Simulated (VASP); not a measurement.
All values below come from PBEsol GGA with spin-orbit coupling, VASP's PBE PAW potentials (set 64) (plane waves; VASP).

The input files of a VASP run:

### KPOINTS_OPT
```
k-points along high-symmetry lines
8
Line-mode
Reciprocal
  0.000000   0.000000   0.000000 ! GAMMA
  0.500000   0.000000   0.500000 ! X

  0.500000   0.000000   0.500000 ! X
  0.625000   0.250000   0.625000 ! U

  0.375000   0.375000   0.750000 ! K
  0.000000   0.000000   0.000000 ! GAMMA

  0.000000   0.000000   0.000000 ! GAMMA
  0.500000   0.500000   0.500000 ! L

  0.500000   0.500000   0.500000 ! L
  0.500000   0.250000   0.750000 ! W

  0.500000   0.250000   0.750000 ! W
  0.500000   0.000000   0.500000 ! X
```

INCAR:
```
! general
SYSTEM      =  LaP
PREC        =  Accurate
ENCUT       =  400
LREAL       =  .FALSE.
LASPH       =  .TRUE.

! electronic loop
EDIFF       =  1E-6
NELM        =  100
ALGO        =  Normal
LMAXMIX     =  6

! smearing
ISMEAR      =  0
SIGMA       =  0.05

! functional
GGA         =  PS
GGA_COMPAT  =  .FALSE.

! spin
MAGMOM      =  0 0 0 0 0 0
LSORBIT     =  .TRUE.

! output
LWAVE       =  .FALSE.
LCHARG      =  .FALSE.
```

KPOINTS:
```
kpoints
0
Gamma
  10 10 10
0 0 0
```

POSCAR:
```
LaP
1
    0.0000000000     2.9883325273     2.9883325273
    2.9883325273     0.0000000000     2.9883325273
    2.9883325273     2.9883325273     0.0000000000
P La
1 1
Direct
  0.5000000000   0.5000000000   0.5000000000
  0.0000000000   0.0000000000   0.0000000000
```

POTCAR, in this order: P La (PBE.64 set). Program: vasp_ncl.

Task: Predict the energy per atom (σ→0), band gap (over mesh and band path).

Result: 
* **energy per atom (σ→0)**: -7.260 eV/atom
* **band gap (over mesh and band path)**: none (metal, semimetal or under 0.01 eV)

### OSZICAR
```
...
DAV:  12    -0.145204103282E+02   -0.95310E-05   -0.12226E-04  4320   0.150E-01    0.228E-02
DAV:  13    -0.145204270076E+02   -0.16679E-04   -0.50125E-05  3936   0.463E-02    0.137E-02
DAV:  14    -0.145204349505E+02   -0.79428E-05   -0.36568E-05  4216   0.440E-02    0.880E-03
DAV:  15    -0.145204365840E+02   -0.16336E-05   -0.11881E-05  4344   0.210E-02    0.428E-03
DAV:  16    -0.145204368347E+02   -0.25065E-06   -0.10417E-06  2952   0.764E-03
   1 F= -.14520437E+02 E0= -.14520259E+02  d E =-.354751E-03  mag=     0.0000    -0.0000    -0.0000
       N       E                     dE             ncg
       N       E                     dE             ncg
```

The structure comes from a measured LaP entry (Fm-3m) of the Crystallography Open Database, whose conditions weren't checked. It was relaxed first.
